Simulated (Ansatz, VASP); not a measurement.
LaPb3: VASP beside Ansatz

```
La Pb
1.0
     4.94832    0.00000    0.00000
     0.00000    4.94832    0.00000
     0.00000    0.00000    4.94832
La Pb
1 3
Direct
  0.00000 0.00000 0.00000
  0.00000 0.50000 0.50000
  0.50000 0.50000 0.00000
  0.50000 0.00000 0.50000
```

Alike in both runs: task electric field gradients; functional LDA; k mesh 7 × 7 × 7; occupations fermi-dirac, width 0.08 eV; no spin polarisation.

|  | VASP | Ansatz |
| --- | --- | --- |
| version | VASP 6.6.1 | Ansatz 0.2.0 |
| potentials or method | VASP PAW LDA potentials, release 64 (La, Pb_d), cutoff 520 eV | all-electron PAW with datasets made for the crystal, scalar-relativistic |

Ansatz gave:

```
pressure (GPa)                                                 : -3.7
Vzz of the field gradient on the site that differs most (V/Å²) : 355.3
```

Task: Estimate VASP's values.

Result: Pressure (GPa): -3.7; Vzz of the field gradient on the site that differs most (V/Å²): 352.4.

Ansatz ran all-electron here, so the differences hold the error of VASP's frozen core and of both bases. Ansatz warned: «gradients_without_spin_orbit».

Spin-orbit coupling is left out, which matters for the levels of La, Pb.
